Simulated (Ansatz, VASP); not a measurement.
## Cross-check of H2W2CO2 (W2C(OH)2 MXene monolayer) between VASP and Ansatz

Aim: how closely do two programs agree when they are given the same cell, functional and k mesh? The structure shown is the start of the Ansatz relaxation below; VASP solves that cell, so the two are compared at the walk's first step.

Calculated with Ansatz 0.2.0; plane waves, with VASP 6.6.1 beside it; single point at PBE with D4.

### 1. The structure

The cell holds 7 atoms: 2 H, 2 O, 2 W and 1 C. Its edges and angles: a = 3.125 Å, b = 3.125 Å, c = 44.244 Å, α = 90.0°, β = 90.0°, γ = 120.0°. Vacuum lies along c.

### 2. Ansatz: relaxation, PBE with D4

Ansatz runs on its default PAW (the set named soft_2) files.

The two programs are compared at the cell with which this relaxation starts, whose forces are those of its first step.

The input, input.yaml:

```yaml
crystal:
  lattice:
    - [3.125408, 0.0, 0.0]
    - [-1.562704, 2.7066827252, 0.0]
    - [0.0, 0.0, 44.2443915817]
  atoms:
    - { symbol: H, position: [0.3333333333, 0.6666666667, 0.4249126122] }
    - { symbol: O, position: [0.3333333333, 0.6666666667, 0.4470623121] }
    - { symbol: W, position: [0.6666666667, 0.3333333333, 0.4721274791] }
    - { symbol: C, position: [0.0, 0.0, 0.5] }
    - { symbol: W, position: [0.3333333333, 0.6666666667, 0.5278725209] }
    - { symbol: O, position: [0.6666666667, 0.3333333333, 0.5529376879] }
    - { symbol: H, position: [0.6666666667, 0.3333333333, 0.5750873878] }
  periodic: [true, true, false]
kpoints:
  mp_grid: { grid: [12, 12, 1] }
hamiltonian:
  xc: pbe
  dispersion: d4
scf:
  occupations: { method: fermi_dirac, width: 0.05 }
  convergence: { dr2_threshold: 1.0e-09 }
relax:
  f_tol: 0.004
  max_steps: 90
  cell: {}
output:
  write_potential: true
  write_density: true
  volumetric_format: npy
```

Started as:

```console
$ ansatz run input.yaml --threads 4 --pin off --max-ram 6144MiB --backend cpu --events-out ev --progress --plain --runs-dir out
```

Numbers of over 12 decimals in the logs are rounded to 6 here.

The log of the run:

```text
Warning: relax.cell: scf.convergence.dr2_threshold = 1e-9 eV is looser than the 2.52674951516e-10 eV advised for a relaxation that steers and ends on the stress (1e-10 eV for each atom of the cell: 7, times the square of relax.cell.stress_2d_tol = 0.05 N/m over 16.6 Å (the atoms' height at the walk's start and 5 Å past either face), 3.004e-2 GPa, over a crystal's default 0.05). What an SCF threshold leaves in a stress goes as its square root, and in the free energy as the threshold itself, and one threshold admits the most on a small cell: [figures from the program's tests cut] Set scf.convergence.dr2_threshold to 2.52674951516e-10 eV or tighter. [rest of the remark cut]
Engine: ansatz 0.2.0, x86_64-unknown-linux-gnu
Pseudopotentials: kind: paw
Pseudopotential: H, paw, valence charge 1, recommended cutoff 420 eV (normal), H.paw.azcp
Pseudopotential: O, paw, valence charge 6, recommended cutoff 420 eV (normal), O.paw.azcp
Pseudopotential: W, paw, valence charge 14, recommended cutoff 420 eV (normal), W.paw.azcp
Pseudopotential: C, paw, valence charge 4, recommended cutoff 420 eV (normal), C.paw.azcp
Functional definition: PBE
  parameter kappa = 0.804
  parameter beta = 0.066725
  exchange = pbe_x(kappa = kappa, mu = beta*pi^2/3)
  correlation = pbe_c(beta = beta)
Crystal: 7 atoms, lattice volume = 374.285 Å³
Basis set: ecut = 420 eV, 7251 PW (Γ), exchange–correlation on 48×48×600 points (8 copies of the dense FFT grid, shifted against one another)
Bands: 30, of which v1, the nominal top of the filled ones, is band 23 counted from 1 (22 counted from 0)
Symmetry: 12 space group operations
Space group: P-3m1 (ITA 164), of the structure as read, at distance tolerance 7.2e-5 Å
k-points: 19 of 144
Non-local potential: H, projectors of the file, l = 0: 2, l = 1: 1
Non-local potential: O, projectors of the file, l = 0: 2, l = 1: 2, l = 2: 1
Non-local potential: W, projectors of the file, l = 0: 3, l = 1: 2, l = 2: 2, l = 3: 1
Non-local potential: C, projectors of the file, l = 0: 2, l = 1: 2, l = 2: 1
PAW form: soft (Blöchl's): semilocal exchange-correlation on the pseudo side does not see the compensation charge
PAW one-centre angular grid: H, 110 points (default); XC on 64 Gauss nodes
PAW one-centre angular grid: O, 110 points (default); XC on 64 Gauss nodes
PAW one-centre angular grid: W, 590 points (default); XC on 64 Gauss nodes
PAW one-centre angular grid: C, 110 points (default); XC on 64 Gauss nodes
Initial density: superposition of atomic densities (neutral atoms: chi_scale 0, normalization atom), corrected by the library's trained network
Initial wavefunctions: pseudopotential atomic-orbital guess
Functional: x = pbe(κ = 0.804, μ = 0.219515), c = pbe(β = 0.066725)
SCF iter   1: F=—  HF=-22185.028292 eV  |F-HF|=—  |Δ(HF+E_count)|=         —  Δρ=5.71e-3  dr2=3.18e-1  ethr=1.77e-3  ⟨swp⟩=14.3  Hψ=4295  notcnv=0
preconditioner: auto → LDOS  [metal: Δε(μ)=0.018 eV  Ē_g=8.754 eV  σ=0.050 eV  W_gap=0.09  n_scr=26 (ndim 8)  ℏωp=9.8 eV  f_vac=0.787  D(μ)=4.82/eV (n_scr^D=20)  β→1.0]
SCF iter   2: F=—  HF=-22184.983057 eV  |F-HF|=—  |Δ(HF+E_count)|=   4.52e-2  Δρ=1.94e-3  dr2=2.27e-2  ethr=6.92e-4  ⟨swp⟩=3.7  Hψ=1294  notcnv=0  defer=5
SCF iter   3: F=—  HF=-22184.984411 eV  |F-HF|=—  |Δ(HF+E_count)|=   1.35e-3  Δρ=3.64e-4  dr2=2.16e-3  ethr=4.93e-5  ⟨swp⟩=3.5  Hψ=1364  notcnv=0  defer=5
SCF iter   4: F=—  HF=-22184.984668 eV  |F-HF|=—  |Δ(HF+E_count)|=   2.57e-4  Δρ=2.07e-4  dr2=5.09e-4  ethr=4.70e-6  ⟨swp⟩=3.4  Hψ=1220  notcnv=0  defer=5
SCF iter   5: F=—  HF=-22184.984670 eV  |F-HF|=—  |Δ(HF+E_count)|=   2.29e-6  Δρ=7.82e-5  dr2=3.69e-5  ethr=1.11e-6  ⟨swp⟩=3.6  Hψ=1241  notcnv=0  defer=5
SCF iter   6: F=—  HF=-22184.984653 eV  |F-HF|=—  |Δ(HF+E_count)|=   1.74e-5  Δρ=2.06e-5  dr2=1.79e-6  ethr=8.01e-8  ⟨swp⟩=4.1  Hψ=1339  notcnv=0  defer=5
SCF iter   7: F=—  HF=-22184.984445 eV  |F-HF|=—  |Δ(HF+E_count)|=   2.08e-4  Δρ=9.35e-6  dr2=9.18e-7  ethr=3.88e-9  ⟨swp⟩=3.4  Hψ=1237  notcnv=0  defer=5
SCF iter   8: F=—  HF=-22184.984445 eV  |F-HF|=—  |Δ(HF+E_count)|=   1.22e-7  Δρ=2.18e-6  dr2=2.80e-8  ethr=2.00e-9  ⟨swp⟩=2.8  Hψ=951  notcnv=0  defer=5
SCF iter   9: F=—  HF=-22184.984445 eV  |F-HF|=—  |Δ(HF+E_count)|=   7.79e-8  Δρ=7.12e-7  dr2=3.87e-9  ethr=6.09e-11  ⟨swp⟩=4.1  Hψ=1372  notcnv=0  defer=5
[...]
SCF iter   3: F=—  HF=-22186.314639 eV  |F-HF|=—  |Δ(HF+E_count)|=   2.87e-6  Δρ=4.83e-5  dr2=9.75e-6  ethr=4.13e-7  ⟨swp⟩=2.8  Hψ=888  notcnv=0
SCF iter   4: F=—  HF=-22186.314698 eV  |F-HF|=—  |Δ(HF+E_count)|=   5.95e-5  Δρ=2.00e-5  dr2=4.67e-6  ethr=2.12e-8  ⟨swp⟩=3.3  Hψ=1166  notcnv=0
SCF iter   5: F=—  HF=-22186.314696 eV  |F-HF|=—  |Δ(HF+E_count)|=   2.29e-6  Δρ=2.99e-6  dr2=1.98e-7  ethr=1.02e-8  ⟨swp⟩=2.4  Hψ=854  notcnv=0
SCF iter   6: F=—  HF=-22186.314665 eV  |F-HF|=—  |Δ(HF+E_count)|=   3.06e-5  Δρ=1.02e-6  dr2=2.10e-8  ethr=4.31e-10  ⟨swp⟩=2.7  Hψ=1078  notcnv=0
SCF iter   7: F=-22186.314665 eV  HF=-22186.314665 eV  |F-HF|=7.91e-9  |Δ(HF+E_count)|=   2.47e-8  Δρ=3.55e-7  dr2=6.06e-10  ethr=2.17e-12  ⟨swp⟩=12.8  Hψ=5713  notcnv=0
SCF 11 converged in 7 iterations: F = -22186.314665 eV  dr2 = 6.06e-10
relax step  11: F+E_penalty+E_count = -22186.31466534 eV  Δ(F+E_penalty+E_count) = -1.259e-3 eV  max|allowed force component| = 8.247e-4 eV/Å  Δτ_max = 0.0050 Å  P = +0.002 N/m  Ω = 319.185 Å³  energy of the carried Pulay correction = +8.754e-4 eV  fix = [c, alpha, beta]  reactions: c +0.000 N/m  (7 SCF iters, accepted)
iter 1 solved again at ethr=9.51e-8 eV; its pass at ethr=3.10e-3 eV (dr2=4.37e-5 eV) is discarded
SCF iter   1: F=—  HF=-22186.313813 eV  |F-HF|=—  |Δ(HF+E_count)|=         —  Δρ=1.26e-5  dr2=7.90e-8  ethr=9.51e-8  ⟨swp⟩=7.7  Hψ=7479  notcnv=0
preconditioner: auto → LDOS  [metal: Δε(μ)=0.042 eV  Ē_g=10.698 eV  σ=0.050 eV  W_gap=0.20  n_scr=26 (ndim 8)  ℏωp=11.4 eV  f_vac=0.772  D(μ)=4.05/eV (n_scr^D=20)  β→1.0]
SCF iter   2: F=—  HF=-22186.313843 eV  |F-HF|=—  |Δ(HF+E_count)|=   2.91e-5  Δρ=3.67e-6  dr2=2.62e-8  ethr=1.72e-10  ⟨swp⟩=5.5  Hψ=1958  notcnv=0
SCF iter   3: F=—  HF=-22186.313843 eV  |F-HF|=—  |Δ(HF+E_count)|=   1.42e-8  Δρ=5.32e-7  dr2=2.58e-9  ethr=5.69e-11  ⟨swp⟩=3.1  Hψ=1104  notcnv=0
SCF iter   4: F=-22186.313843 eV  HF=-22186.313843 eV  |F-HF|=7.68e-10  |Δ(HF+E_count)|=   6.78e-9  Δρ=2.43e-7  dr2=2.81e-10  ethr=2.17e-12  ⟨swp⟩=21.3  Hψ=5854  notcnv=0
SCF 12 converged in 4 iterations: F = -22186.313843 eV  dr2 = 2.81e-10
relax step  12: F+E_penalty+E_count = -22186.31384261 eV  Δ(F+E_penalty+E_count) = +8.227e-4 eV  max|allowed force component| = 1.029e-3 eV/Å  Δτ_max = 0.0000 Å  P = -0.013 N/m  Ω = 319.185 Å³  fix = [c, alpha, beta]  reactions: c -0.000 N/m  stress off target by 1.25e-2 N/m on what of the cell is left free  SCF on the basis re-selected at this cell (its energy is not comparable with the rows above)  (4 SCF iters)
basis re-selected at this cell: Δ(F+E_penalty+E_count) = +8.227e-4 eV, ΔP = -0.015 N/m vs the last step (what re-selecting the basis moved, of the pressure what is left beyond the Pulay correction that the steps carried, after the strain that the cell walked since its last selection, with what the two solves' SCF thresholds leave and, on support functions, any second-order correction that the steps lacked; it is no m [...]
WARN: The output density's exchange-correlation potential varies sharply where the density is thin. Do not read a vacuum level from v_tot or v_xc, or from such a field of the output density. On a cell that repeats whose density bears no net charge and no dipole along the vacuum's axis use v_es (v_loc + v_h of the components); under efield.dipole_correction with no amplitude use v_es + v_field, which holds any externa [...]
SCF converged after 4 iterations
Free energy (F): -22186.313843 eV
Harris-Foulkes:  -22186.313843 eV  (|F-HF|=7.68e-10)
Internal energy: -22186.280913 eV  (E = F + TS)
E sigma→0 (E₀):  -22186.297378 eV
Entropy (-TS):   -0.032929 eV (-4.704 meV/atom)
Fermi energy:    -2.486888 eV
--- Per-component energies (eV) ---
  E_band       = -1143.202982
  E_kinetic    = 1374.584435
  E_local      = -234234.179836  (includes V_loc(G=0)·N_el)
  E_nonlocal   = 128.559996
  E_hartree    = 116333.489572
  E_xc         = -747.095004
  E_vxc        = -748.325441  (∫ρ·V_xc dr)
  E_paw        = -17542.507014  (= ΣΔE_a)
  E_vpaw       = -330.824604  (= ΣTr[D̂ρ^β])
  E_aug_tail   = 0.002509  (compensation charges beyond the density's cutoff)
  E_ewald      = 112502.449038
  E_disp       = -1.584608  (pairwise vdW)
  E_smearing   = -0.032929  (= −TS)
  E_closure    = -0.000000  (closes the sum)
  Σ components = -22186.313843   (vs F -22186.313843, Δ=0.00e0)
--- Forces (eV/Å), atoms counted from 1 ---
  atom   1  H      0.00000000     0.00000000    -0.00102877
  atom   2  O      0.00000000     0.00000000    -0.00063698
  atom   3  W     -0.00000000     0.00000000    -0.00036060
  atom   4  C      0.00000000     0.00000000     0.00000000
  atom   5  W      0.00000000    -0.00000000     0.00036060
  atom   6  O     -0.00000000    -0.00000000     0.00063698
  atom   7  H      0.00000000    -0.00000000     0.00102877
  max |Σ_I F_I| component: 3.70e-17 eV/Å
--- 2D stress c σ (N/m, compression-positive) ---
       -0.012525       0.000000       0.000000
        0.000000      -0.012525      -0.000000
        0.000000      -0.000000      -0.000000
  P = ½ c Tr σ = -0.0125 N/m
--- Band table (eV; the first three rows and the last of 19) ---
  k-point 0: bands = [... 19 lower, -5.7343, -5.7343, -3.9620, -3.9620, -2.5265, -2.5240, -2.1442, -2.1061, ... 3 higher]
  k-point 1: bands = [... 19 lower, -6.0625, -5.8725, -4.2368, -3.7680, -2.6577, -2.4178, -2.1607, -2.0732, ... 3 higher]
  k-point 2: bands = [... 19 lower, -6.1194, -6.0170, -4.6428, -3.2081, -2.9474, -2.5625, -1.8545, -1.7344, ... 3 higher]
  k-point 18: bands = [... 19 lower, -8.4421, -3.5550, -2.7261, -2.7261, -2.3033, -1.0944, -1.0944, 0.7317, ... 3 higher]
  the weakly bound empty levels are not read free of the cell's end (no_gap_told)
--- Relaxed structure (10 steps of the walk, 10 accepted, 2 SCFs on fresh bases) ---
  F+E_penalty+E_count = -22186.31384261 eV   max|allowed force component| = 1.029e-3 eV/Å   (the final SCF, on the basis selected at the relaxed cell)
  cell:  # Å, volume = 319.1849 Å³
    - [2.886202, 0.0, 0]
    - [-1.443101, 2.499525, 0]
    - [0, 0, 44.2443915817]
  atoms:
    - { symbol: H, position: [0.333333, 0.666667, 0.413544] }
    - { symbol: O, position: [0.333333, 0.666667, 0.435822] }
    - { symbol: W, position: [0.666667, 0.333333, 0.469372] }
    - { symbol: C, position: [0, 0, 0.5] }
    - { symbol: W, position: [0.333333, 0.666667, 0.530628] }
    - { symbol: O, position: [0.666667, 0.333333, 0.564178] }
    - { symbol: H, position: [0.666667, 0.333333, 0.586456] }
```

In the SCF lines HF is the Harris–Foulkes energy and dr2 the Hartree energy of the density residual, in eV; the loop may stop once dr2 is under the threshold and the program's other checks hold. Hψ counts applications of the Hamiltonian.

[end of part 1 of 2]

[Lines on the potential files, build, host, timing and source positions are cut from VASP's logs without a mark.]

[Logs are printed without paths, hosts, clocks, repeated set-up lines and the standing remarks that a program may print on its own settings, such as how far it seeks lower states.]

[Hosts, paths, dates, database ids (printed as entryN), source tags and the programs' standing remarks are cut or masked in the printed files.]
